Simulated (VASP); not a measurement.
Level of theory: PBEsol GGA, VASP's PBE PAW potentials (set 64) (plane waves; VASP 6.6.1).

VASP ran on this input.

KPOINTS:
```
K-points
0
Gamma
  13 13 8
```

**POSCAR**
```
Sc
1
    1.6006565500    -2.7724183772     0.0000000000
    1.6006565500     2.7724183772    -0.0000000000
    0.0000000000     0.0000000000     4.9297098059
Sc
2
Direct
  0.3333330000   0.6666670000   0.2500000000
  0.6666670000   0.3333330000   0.7500000000
```

INCAR:
```
SYSTEM = Sc
PREC = Accurate
ENCUT = 500
EDIFF = 1E-6
NELM = 100
ALGO = Normal
LREAL = .FALSE.
LASPH = .TRUE.
ISMEAR = 1
SIGMA = 0.1
GGA = PS
LMAXMIX = 4
LWAVE = .FALSE.
LCHARG = .FALSE.
IBRION = 2
ISIF = 3
NSW = 40
EDIFFG = -0.02
PSTRESS = 50
```

POTCAR, in this order: Sc_sv (PBE.64 set). Program: vasp_std.

What will the output report for the number of irreducible k-points (NKPTS), largest plane-wave count, number of space-group operations, FFT grid (NGX, NGY, NGZ)?

The number of irreducible k-points (NKPTS) comes out as 105, the largest plane-wave count is 1124 and the number of space-group operations is 24. The FFT grid (NGX, NGY, NGZ) is 24 × 24 × 36.

The compound is Sc in the hcp structure. It was relaxed first under an external pressure of 5 GPa.
